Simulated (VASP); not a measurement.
Data:

```yaml
crystal:
  lattice:
    - [0.00000, 2.82211, 2.82211]
    - [2.82211, 0.00000, 2.82211]
    - [2.82211, 2.82211, 0.00000]
  atoms:
    - { symbol: Ge, position: [0.00000, 0.00000, 0.00000] }
    - { symbol: Ge, position: [0.25000, 0.25000, 0.25000] }
```

All values below come from r2SCAN+rVV10, VASP's PBE PAW potentials (set 64) (plane waves; VASP). Run with 400 eV cut-off, 9×9×9 Γ-centred mesh, tetrahedra with Blöchl corrections, potentials Ge_d.

Problem. Give the energies of bands 12 to 17 at the high-symmetry points, in eV from the valence-band maximum.

Solution. 
```
band     Γ      X      U      L      W
----  ----  -----  -----  -----  -----
12    0.00  -9.25  -8.62  -7.92  -9.14
13    0.00  -3.26  -4.56  -1.50  -4.11
14    0.00  -3.26  -2.79  -1.50  -4.11
15    0.48   0.92   1.35   0.45   4.70
16    2.71   0.92   4.41   3.98   4.70
17    2.71  10.17   7.74   3.98   5.02
```

The gap is indirect, 0.45 eV, from the valence maximum at Γ to the conduction minimum at L.

The structure comes from a measured Ge entry (Fd-3m) of the Crystallography Open Database, whose conditions weren't checked. It was relaxed first.
